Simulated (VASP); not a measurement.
Consider the following.

```
Cu
1.0
    0.00000     1.75983     1.75983
    1.75983     0.00000     1.75983
    1.75983     1.75983     0.00000
Cu
1
Direct
  0.00000   0.00000   0.00000
```

Calculation: LDA (Ceperley-Alder, Perdew-Zunger) with spin-orbit coupling, VASP's LDA PAW potentials (set 64) (plane waves; VASP 6.6.1). Numerical set-up: 400 eV cut-off, 16×16×16 Γ-centred mesh, Gaussian smearing of 0.050 eV, potentials Cu.

Question: Give the energies of bands 1 to 14 at the high-symmetry points, in eV from the Fermi level.

Answer: 
| band | Γ | X | U | L | W |
|---|---|---|---|---|---|
| 1 | -9.95 | -5.38 | -4.74 | -5.57 | -4.57 |
| 2 | -9.95 | -5.38 | -4.74 | -5.57 | -4.57 |
| 3 | -3.38 | -4.89 | -4.48 | -3.44 | -3.93 |
| 4 | -3.38 | -4.89 | -4.48 | -3.44 | -3.93 |
| 5 | -3.38 | -1.75 | -3.02 | -3.24 | -3.84 |
| 6 | -3.38 | -1.75 | -3.02 | -3.24 | -3.84 |
| 7 | -3.19 | -1.61 | -2.21 | -1.76 | -2.40 |
| 8 | -3.19 | -1.61 | -2.21 | -1.76 | -2.40 |
| 9 | -2.33 | -1.46 | -1.76 | -1.65 | -1.55 |
| 10 | -2.33 | -1.46 | -1.76 | -1.65 | -1.55 |
| 11 | -2.33 | 1.45 | 4.55 | -1.20 | 6.46 |
| 12 | -2.33 | 1.45 | 4.55 | -1.20 | 6.46 |
| 13 | 23.34 | 7.72 | 6.07 | 4.17 | 6.59 |
| 14 | 23.34 | 7.72 | 6.07 | 4.17 | 6.59 |

It has no gap at this level: it comes out as a metal or semimetal.

The compound is Cu in the fcc structure. It was relaxed first, which changed the volume by -7 %.
